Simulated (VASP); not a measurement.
Energy against volume of CdF$_{2}$ (fluorite). All values below come from PW91 GGA, VASP's PBE PAW potentials (set 64) (plane waves; VASP). Settings: 520 eV cut-off, 7×7×7 Γ-centred mesh, Gaussian smearing of 0.050 eV, potentials Cd F.

```csv
V (Å³/atom),E (eV/atom)
13.280,-3.67575
13.691,-3.68113
14.102,-3.67889
14.513,-3.67030
```

**Question.** Fit these four points and predict the energy of the run at 12.870 Å³/atom.

**Answer.** A cubic in V^(−2/3), the third-order Birch-Murnaghan form, passes through the four points with V0 = 13.76 Å³/atom and B0 = 96 GPa, and gives -3.6613 eV/atom there. The run gave -3.6614 eV/atom, -0.1 meV/atom from the fit; all five points give B0 = 96 GPa.

The compound is CdF2 in the fluorite structure. It was relaxed first, which changed the volume by +5 %.
